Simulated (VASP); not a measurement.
Input:

```xyz
4
Lattice="2.1960 -3.8036 0.0000 2.1960 3.8036 0.0000 0.0000 0.0000 7.1627" Properties=species:S:1:pos:R:3 pbc="T T T"
Cd     2.1960    -1.2679     3.5816
Cd     2.1960     1.2679     0.0002
Se     2.1960    -1.2679     6.2743
Se     2.1960     1.2679     2.6930
```

All values below come from PBE GGA, VASP's PBE PAW potentials (set 64) (plane waves; VASP). Numerical set-up: 520 eV cut-off, Gaussian smearing of 0.050 eV, potentials Cd Se.

Problem. Give the energies of bands 13 to 21 at the high-symmetry points, in eV from the valence-band maximum.

Solution. 
```
band      Γ      M      K      A      L      H
----  -----  -----  -----  -----  -----  -----
13    -4.04  -3.91  -3.55  -2.51  -3.91  -3.82
14    -0.68  -3.40  -3.55  -2.51  -3.91  -3.82
15    -0.68  -2.40  -2.74  -0.36  -1.22  -2.19
16    -0.04  -1.66  -1.68  -0.36  -1.22  -2.19
17     0.00  -1.18  -1.68  -0.36  -1.20  -1.00
18     0.00  -0.68  -1.51  -0.36  -1.20  -1.00
19     0.53   3.08   4.35   2.25   2.90   3.65
20     2.13   3.32   4.53   2.25   2.90   3.65
21     5.85   4.79   4.53   5.76   4.83   5.81
```

The gap is direct, 0.53 eV, from the valence maximum at Γ to the conduction minimum at Γ.

Measured: gap 1.73 eV (computed value off by -1.20 eV), as given by Abedi et al., (2022), arXiv:2211.14644.

The compound is CdSe in the wurtzite structure. It was relaxed first, which changed the volume by +7 %.
